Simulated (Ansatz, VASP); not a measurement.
## As2Se in VASP and in Ansatz

```xyz
6
Lattice="-3.5294 3.5294 2.6536 3.5294 -3.5294 2.6536 3.5294 3.5294 -2.6536" Properties=species:S:1:pos:R:3 pbc="T T T"
As    0.0000    5.2941    0.6634
As    0.0000    1.7647    0.6634
As    1.7647    3.5294    1.9902
As   -1.7647    3.5294    1.9902
Se    0.0000    0.0000    2.6536
Se    3.5294    0.0000    1.3268
```

Alike in both runs: task single point; functional PBEsol; k mesh 4 × 4 × 4; occupations gaussian, width 0.4 eV; no spin polarisation.

|  | VASP | Ansatz |
| --- | --- | --- |
| version | VASP 6.6.1 | Ansatz 0.2.0 |
| potentials or method | VASP PAW PBE potentials, release 64 (As, Se) | scalar-relativistic, plane waves, PAW |
| plane-wave cutoff (eV) | 520 | 420 |
| valence electrons in the cell | 32 | 92 |

|  | VASP | Ansatz | Ansatz less VASP |
| --- | --- | --- | --- |
| gap on the k mesh at the Fermi level (eV) | none | none | - |
| pressure (GPa) | -3.4 | -3.6 | -0.16 |
| largest component of the traceless stress (GPa) | 0.90 | 0.95 | +0.045 |

A gap of «none» marks a metal or a gap that the smearing closes. The two sets of potentials don't hold the same shells in valence.

Caveats: the k mesh is coarse (spacing up to 0.37 Å⁻¹), so the values aren't converged; the PAW data sets were made with another functional, which shifts forces and pressure a little (VASP).
